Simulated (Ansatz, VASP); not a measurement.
# AlBN: VASP beside Ansatz

```
CELL_PARAMETERS angstrom
2.67652 0.00000 0.00000
0.00000 2.67652 0.00000
0.00000 0.00000 4.97462
ATOMIC_POSITIONS crystal
Al 0.50000 0.50000 0.00000
B 0.50000 0.50000 0.50000
N 0.00000 0.00000 0.00000
```

Alike in both runs: task relaxation of cell and atoms; functional PBE; k mesh 18 × 18 × 10; occupations gaussian, width 0.1 eV; no spin polarisation.

|  | VASP | Ansatz |
| --- | --- | --- |
| version | VASP 6.6.1 | Ansatz 0.2.0 |
| potentials or method | VASP PAW PBE potentials, release 64 (Al, B, N) | scalar-relativistic, plane waves, PAW |
| plane-wave cutoff (eV) | 600 | 420 |
| valence electrons in the cell | 11 | 11 |

Ansatz gave:

- gap on the k mesh at the Fermi level, each at its own relaxed structure (eV): none
- relaxed volume (Å³/atom): 12.64
- relaxed cell length with the largest relative difference (Å): 5.420
- energy change over the relaxation (meV/atom): -6

Problem. Estimate VASP's values.

Solution. gap on the k mesh at the Fermi level, each at its own relaxed structure (eV): none; relaxed volume (Å³/atom): 12.57; relaxed cell length with the largest relative difference (Å): 5.389; energy change over the relaxation (meV/atom): -5.

A gap of «none» marks a metal or a gap that the smearing closes.
